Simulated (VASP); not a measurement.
Given:

```
CELL_PARAMETERS angstrom
      1.25500    -2.17372     0.00000
      1.25500     2.17372     0.00000
      0.00000     0.00000     4.07000
ATOMIC_POSITIONS crystal
  Co 0.33333 0.66667 0.25000
  Co 0.66667 0.33333 0.75000
```
Starting moments (μB, in the order of the record's atoms Co Co): 2.0 2.0.

Method: PBE GGA, VASP's PBE PAW potentials (set 64) (plane waves; VASP). Numerical set-up: 300 eV cut-off, 13×13×7 Γ-centred mesh, Fermi-Dirac smearing of 0.14 eV, potentials Co.

At this cut-off the stress carries a Pulay error, which pulls relaxed volumes low. Energy and stress use the plane-wave basis of the starting cell.

The ions, cell shape and volume are relaxed. Predict the relaxed structure.

```
CELL_PARAMETERS angstrom
      1.24484    -2.15613     0.00000
      1.24484     2.15613     0.00000
      0.00000     0.00000     4.03404
ATOMIC_POSITIONS crystal
  Co 0.33333 0.66667 0.25000
  Co 0.66667 0.33333 0.75000
```
Space group P6_3/mmc (194), at a tolerance of 0.03 Å. The cell ends with 3.18 μB, on the sites 1.61 1.61 μB.

How do energy and volume change from the first to the last step?

The energy (σ→0) changes by -5.3 meV/atom and the volume by -2.5 %, in 5 ionic steps.

```tsv
step	E(σ→0) (eV)	max force (eV/Å)	pressure (GPa)	volume (Å³)
1	-14.0790	0.000	-5.19	22.21
2	-14.0796	0.000	6.09	21.07
3	-14.0896	0.000	-0.03	21.65
4	-14.0896	0.000	0.08	21.64
5	-14.0896	0.000	-0.04	21.66
```

The structure is a typed Co crystal (P6_3/mmc). This run relaxes it. Symmetry was kept, so distortions that lower it aren't found. The run is one of a series of settings (EDIFFG = -0.01, IBRION = 2, ISIF = 3, NSW = 50 against the base run), some of them coarse on purpose.
